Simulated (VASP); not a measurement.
# GaN: the relaxed cell at several levels

How close do the usual functionals, with and without dispersion, come to the cell of GaN? The levels: LDA, PBE, r2SCAN, PBE + D3(BJ), r2SCAN + rVV10, vdW-DF-cx, rev-vdW-DF2 and RPBE. LASPH is on for some levels and off for others; the table marks which. The start is a cell from a database of measured crystal structures.

Calculated with VASP 6.6.1; LDA; plane waves and PAW (Ga_d, N), in the first sound run; inputs show where later runs differ.

Experimental background.

For GaN, wurtzite (bulk w-GaN, literature), “Vacancy defect in bulk and at (10overline10) surface of GaN: A combined first-principles theoretical and experimental analysis” (2017, arxiv:1710.05670) quotes earlier work: lattice constant a (a, Expt. column of Table I) 3.189 Å; lattice constant c (c, Expt. column of Table I) 5.186 Å.

The database entry behind the starting cell differs from later determinations by our own check (about 0.3 % short, ideal inner coordinate), so it need not match the best structure at ambient conditions.

## (1) The starting structure

Before any relaxation, the start is as follows. It takes space group P6_3mc (No. 186, hexagonal). Conventional cell: a = 3.180 Å, b = 3.180 Å, c = 5.166 Å, α = 90.00°, β = 90.00°, γ = 120.00°. Nearest to Ga lie 4 N at 1.94 to 1.95 Å. Nearest to N lie 4 Ga at 1.94 to 1.95 Å. Farther neighbours and most contacts between anions are not listed.

## (2) Relaxation with LDA

The start need not lie at this functional's minimum. ISIF = 3 frees volume, shape and positions, and EDIFFG sets the threshold on forces and stress at which the search stops. LDA, the lowest rung, knows the local density alone.

Contents of INCAR:

```
SYSTEM = GaN
PREC = Accurate
ENCUT = 560
EDIFF = 1E-06
NELM = 100
ISMEAR = -1
SIGMA = 0.05
LREAL = .FALSE.
ALGO = Normal
GGA = CA
NBANDS = 24
LORBIT = 11
LWAVE = .FALSE.
LCHARG = .FALSE.
KPAR = 4
IBRION = 2
NSW = 60
ISIF = 3
EDIFFG = -0.01
```

Contents of POSCAR:

```
GaN
1.0
    3.1800000000      0.0000000000      0.0000000000
   -1.5900000000      2.7539607840      0.0000000000
    0.0000000000      0.0000000000      5.1660000000
Ga N
2 2
Direct
    0.3333333333      0.6666666667      0.0000000000
    0.6666666667      0.3333333333      0.5000000000
    0.3333333333      0.6666666667      0.3750000000
    0.6666666667      0.3333333333      0.8750000000
```

Contents of KPOINTS:

```
Automatic mesh
0
Gamma
8 8 5
0 0 0
```

The projector-augmented-wave data sets are Ga_d and N (PBE family, release 64).

Launch:

```
$ mpirun -np 4 vasp_std
```

Log:

```text
[banner, memory and clock lines left out]
running    4 mpi-ranks, on    1 nodes
 distrk:  each k-point on    1 cores,    4 groups
 distr:  one band on    1 cores,    1 groups

 POSCAR found type information on POSCAR GaN
 POSCAR found :  2 types and       4 ions
|                                                                             |
|               ----> ADVICE to this user running VASP <----                  |
|                                                                             |
|     You enforced a specific xc type in the INCAR file but a different       |
|     [... a line on the potential file left out ...]
|     I HOPE YOU KNOW WHAT YOU ARE DOING!                                     |
|                                                                             |

 LDA part: xc-table for (Slater(with rela. corr.)+CA(PZ))
 , standard interpolation
 POSCAR, INCAR and KPOINTS ok, starting setup
 FFT: planning ... GRIDC
 FFT: planning ... GRID_SOFT
 FFT: planning ... GRID
 WAVECAR not read
 entering main loop
       N       E                     dE             d eps       ncg     rms          rms(c)
DAV:   1     0.275429744169E+03    0.27543E+03   -0.19079E+04  1560   0.293E+03
DAV:   2     0.185415016159E+01   -0.27358E+03   -0.26165E+03  1592   0.527E+02
DAV:   3    -0.307764210346E+02   -0.32631E+02   -0.32337E+02  1744   0.147E+02
DAV:   4    -0.318014252755E+02   -0.10250E+01   -0.10227E+01  1816   0.292E+01
DAV:   5    -0.318197756470E+02   -0.18350E-01   -0.18345E-01  1760   0.346E+00    0.103E+01
DAV:   6    -0.280119008190E+02    0.38079E+01   -0.11669E+01  2528   0.558E+01    0.303E+00
DAV:   7    -0.280688298894E+02   -0.56929E-01   -0.14785E+00  1560   0.958E+00    0.262E+00
DAV:   8    -0.280337759577E+02    0.35054E-01   -0.29698E-01  2448   0.646E+00    0.107E+00
DAV:   9    -0.280085577946E+02    0.25218E-01   -0.96597E-02  2360   0.497E+00    0.331E-01
DAV:  10    -0.280093557883E+02   -0.79799E-03   -0.61058E-03  1632   0.719E-01    0.951E-02
DAV:  11    -0.280091611148E+02    0.19467E-03   -0.11799E-03  2280   0.607E-01    0.331E-02
DAV:  12    -0.280091727700E+02   -0.11655E-04   -0.12863E-04  1536   0.843E-02    0.362E-02
DAV:  13    -0.280091725818E+02    0.18827E-06   -0.47375E-05  2336   0.634E-02    0.241E-02
DAV:  14    -0.280091704151E+02    0.21666E-05   -0.66551E-06  1584   0.246E-02    0.155E-02
DAV:  15    -0.280091696859E+02    0.72926E-06   -0.13032E-06   984   0.882E-03
   1 F= -.28009170E+02 E0= -.28009170E+02  d E =-.280092E+02
 curvature:   0.00 expect dE= 0.000E+00 dE for cont linesearch  0.000E+00
 trial: gam= 0.00000 g(F)=  0.311E-02 g(S)=  0.475E-01 ort = 0.000E+00 (trialstep = 0.100E+01)
 search vector abs. value=  0.506E-01
 bond charge predicted
       N       E                     dE             d eps       ncg     rms          rms(c)
DAV:   1    -0.284818055342E+02   -0.47264E+00   -0.72409E+00  1824   0.557E+01    0.431E+00
DAV:   2    -0.281176805623E+02    0.36412E+00   -0.10482E+00  1888   0.245E+01    0.197E+00
DAV:   3    -0.280189704401E+02    0.98710E-01   -0.18143E-01  2328   0.878E+00    0.461E-01
DAV:   4    -0.280151036598E+02    0.38668E-02   -0.38992E-02  1488   0.164E+00    0.316E-01
DAV:   5    -0.280100158415E+02    0.50878E-02   -0.42419E-03  2392   0.695E-01    0.723E-02
DAV:   6    -0.280097223663E+02    0.29348E-03   -0.95770E-04  1672   0.406E-01    0.416E-02
DAV:   7    -0.280097177230E+02    0.46432E-05   -0.45189E-05  2112   0.581E-02    0.263E-02
DAV:   8    -0.280097150308E+02    0.26922E-05   -0.59085E-06  1512   0.283E-02    0.591E-03
DAV:   9    -0.280097148761E+02    0.15464E-06   -0.63269E-07   896   0.220E-02
   2 F= -.28009715E+02 E0= -.28009715E+02  d E =-.545190E-03
 trial-energy change:   -0.000545  1 .order    0.000719   -0.050591    0.052028
 step:   0.5115(harm=  0.4930)  dis= 0.00313  next Energy=   -28.022276 (dE=-0.131E-01)
 bond charge predicted
       N       E                     dE             d eps       ncg     rms          rms(c)
DAV:   1    -0.281309774875E+02   -0.12126E+00   -0.17898E+00  1768   0.292E+01    0.205E+00
DAV:   2    -0.280494239146E+02    0.81554E-01   -0.24782E-01  1944   0.115E+01    0.980E-01
DAV:   3    -0.280242781968E+02    0.25146E-01   -0.48276E-02  2272   0.497E+00    0.204E-01
DAV:   4    -0.280236510846E+02    0.62711E-03   -0.11625E-02  1472   0.874E-01    0.173E-01
DAV:   5    -0.280228218171E+02    0.82927E-03   -0.54615E-04  2256   0.223E-01    0.103E-01
DAV:   6    -0.280223710166E+02    0.45080E-03   -0.40589E-04  1896   0.278E-01    0.118E-02
DAV:   7    -0.280223688548E+02    0.21618E-05   -0.29659E-05  2072   0.657E-02    0.222E-03
DAV:   8    -0.280223688662E+02   -0.11463E-07   -0.33752E-06  1560   0.210E-02
   3 F= -.28022369E+02 E0= -.28022369E+02  d E =-.131992E-01
 curvature:  -0.25 expect dE=-0.561E-05 dE for cont linesearch -0.918E-07
 trial: gam= 0.00316 g(F)=  0.182E-04 g(S)=  0.456E-05 ort =-0.137E-03 (trialstep = 0.902E+00)
 search vector abs. value=  0.224E-04
 reached required accuracy - stopping structural energy minimisation
```

It took 14 s on 4 MPI ranks of AMD EPYC 9R45, shared host; peak memory 0.62 GiB.

Lines that name or quote the potential files are left out of all logs, and their timing lines are given in words.

Parts of OUTCAR (step 2):

```text
ion  position               nearest neighbor table
   1  0.333  0.667  0.000-   3 1.94   4 1.95   4 1.95   4 1.95
   2  0.667  0.333  0.500-   4 1.94   3 1.95   3 1.95   3 1.95
   3  0.333  0.667  0.375-   1 1.94   2 1.95   2 1.95   2 1.95
   4  0.667  0.333  0.875-   2 1.94   1 1.95   1 1.95   1 1.95

  LATTYP: Found a hexagonal cell.
 ALAT       =     3.1800000000
 C/A-ratio  =     1.6245283019

 Subroutine GETGRP returns: Found 12 space group operations
 (whereof  6 operations were pure point group operations)

The static configuration has the point symmetry C_3v.
 The point group associated with its full space group is C_6v.

 Found     30 irreducible k-points:

   k-points           NKPTS =     30   k-points in BZ     NKDIM =     30   number of bands    NBANDS=     24

   dimension x,y,z NGX =    28 NGY =   28 NGZ =   40
   dimension x,y,z NGXF=    56 NGYF=   56 NGZF=   80

   ENCUT  =  560.0 eV  41.16 Ry    6.42 a.u.   6.14  6.14  9.97*2*pi/ulx,y,z

   NELECT =      36.0000    total number of electrons

 k-points in reciprocal lattice and weights: Automatic mesh
   0.00000000  0.00000000  0.00000000       0.003
   0.12500000  0.00000000  0.00000000       0.019
   0.25000000  0.00000000  0.00000000       0.019
   0.37500000 -0.00000000  0.00000000       0.019
   0.50000000  0.00000000  0.00000000       0.009
   0.12500000  0.12500000  0.00000000       0.019
   0.25000000  0.12500000  0.00000000       0.038
   0.37500000  0.12500000  0.00000000       0.038
   0.25000000  0.25000000  0.00000000       0.019
[...]
0.25000000  0.25000000  0.40000000       0.038
   0.37500000  0.25000000  0.40000000       0.038

 average (electrostatic) potential at core
       1 -62.8555       2 -62.8555       3 -61.7777       4 -61.7777

 E-fermi :   6.2767

 k-point     1 :       0.0000    0.0000    0.0000
  band No.  band energies     occupation
    ...
     14       4.2360      2.00000
     15       4.2360      2.00000
     16       5.2622      2.00000
     17       5.3204      2.00000
     18       5.3204      2.00000
     19       7.4374      0.00000
     20       9.6875      0.00000
     21      14.5052      0.00000
     22      15.2168      0.00000
     23      15.2168      0.00000
    ...

 k-point     2 :       0.1250    0.0000    0.0000
  band No.  band energies     occupation
    ...
     14       3.1484      2.00000
     15       3.9103      2.00000
     16       4.1854      2.00000
     17       5.0979      2.00000
     18       5.1738      2.00000
     19       8.4345      0.00000
     20      10.5477      0.00000
     21      13.9212      0.00000
     22      14.4431      0.00000
     23      15.6064      0.00000
    ...

 k-point     3 :       0.2500    0.0000    0.0000
  band No.  band energies     occupation
    ...
     14       1.1656      2.00000
     15       2.4320      2.00000
     16       3.2368      2.00000
     17       4.5564      2.00000
     18       4.7970      2.00000
     19       9.7169      0.00000
     20      11.3127      0.00000
     21      12.6435      0.00000
     22      13.8552      0.00000
     23      15.5165      0.00000
    ...

  Total        0.0074847      0.0074847      0.0163217      0.0000000      0.0000000      0.0000000
  in kB        0.2705771      0.2705771      0.5900406      0.0000000      0.0000000      0.0000000
  external PRESSURE =       0.3770649 kB  Pullay stress =       0.0000000 kB

  energy-cutoff  :      560.00
  volume of cell :       44.32
      direct lattice vectors                 reciprocal lattice vectors
     3.154260029  0.000000000 -0.000000000     0.317031567  0.183038261 -0.000000000
    -1.577130015  2.731669315  0.000000000    -0.000000000  0.366076521 -0.000000000
     0.000000000  0.000000000  5.143614079     0.000000000  0.000000000  0.194415830

 POSITION                                       TOTAL-FORCE (eV/Angst)
 -----------------------------------------------------------------------------------
     -0.00000      1.82111      5.14052         0.000000     -0.000000     -0.009715
      1.57713      0.91056      2.56872        -0.000000     -0.000000     -0.009715
     -0.00000      1.82111      1.93195        -0.000000      0.000000      0.009715
      1.57713      0.91056      4.50375         0.000000      0.000000      0.009715
 -----------------------------------------------------------------------------------
    total drift:                               -0.000000     -0.000000      0.000644

  FREE ENERGIE OF THE ION-ELECTRON SYSTEM (eV)
  ---------------------------------------------------
  free  energy   TOTEN  =       -28.0223688662 eV

  energy  without entropy=      -28.0223688661  energy(sigma->0) =      -28.02236887

 reached required accuracy - stopping structural energy minimisation

 total charge
# of ion       s       p       d       tot
------------------------------------------
    1        0.797   0.934  10.200  11.931
    2        0.797   0.934  10.200  11.931
    3        1.204   2.529   0.000   3.733
    4        1.204   2.529   0.000   3.733
--------------------------------------------------
tot          4.001   6.926  20.399  31.327

[... 3 further parts left out ...]
```

The gap is read on the k-mesh alone, so it is an upper bound where the band edges lie off the mesh. The PAW data sets were made with PBE, though LDA sets exist; this is a small mismatch. The run keeps the 12 symmetry operations of its start, so it cannot find a distortion of lower symmetry.

Step by step:

| step | energy less that of the first step (eV) | largest force (eV/Å) | pressure (GPa) | volume (Å³) |
| --- | --- | --- | --- | --- |
| 1 | 0.0000 | 0.1269 | -3.93 | 45.24 |
| 2 | -0.0005 | 0.1160 | 4.23 | 43.45 |
| 3 | -0.0132 | 0.0097 | 0.04 | 44.32 |

| conventional cell, symmetrised | before | after | change |
| --- | --- | --- | --- |
| a (Å) | 3.180 | 3.154 | -0.8 % |
| b (Å) | 3.180 | 3.154 | -0.8 % |
| c (Å) | 5.166 | 5.144 | -0.4 % |
| volume (Å³/atom) | 11.31 | 11.08 | -2.0 % |

Final coordinates:

```
Ga N
1.0
     3.15426    0.00000    0.00000
    -1.57713    2.73167    0.00000
     0.00000    0.00000    5.14361
Ga N
2 2
Cartesian
  0.0000 1.8211 -0.0031
  1.5771 0.9106 2.5687
  0.0000 1.8211 1.9319
  1.5771 0.9106 4.5038
```

Numbers from this step:

| Property | Result |
| --- | --- |
| electrons | 36 |
| bands | 24 |
| irreducible k-points | 30 |
| symmetry operations | 12 |
| free energy (TOTEN) | -28.02 eV |
| Fermi energy | 6.277 eV |
| pressure | 0.03771 GPa |
| metallic | no |
| valence top at k | 0, 0, 0 |
| conduction bottom at k | 0, 0, 0 |
| least direct gap at k | 0, 0, 0 |
| SCF cycles over all ionic steps | 32 |
| gap on the k-mesh | 2.117 eV |
| least direct gap on the k-mesh | 2.117 eV |

It ends with a largest force of 0.010 eV/Å and a pressure of 0.04 GPa. The volume lies -2.0 % from that of the database's start, which holds the thermal and zero-point expansion of its experiment. The conventional cell has a = 3.154 and c = 5.144 Å.

(Continued in part 2 of 3.)

[Lines on the potential files, build, host, timing and source positions are cut from VASP's logs without a mark.]

[Logs are printed without paths, hosts, clocks, repeated set-up lines and the standing remarks that a program may print on its own settings, such as how far it seeks lower states.]

[Hosts, paths, dates, database ids (printed as entryN), source tags and the programs' standing remarks are cut or masked in the printed files.]

[A measured line is paired with the nearest computed mode of its activity, which favours agreement.]
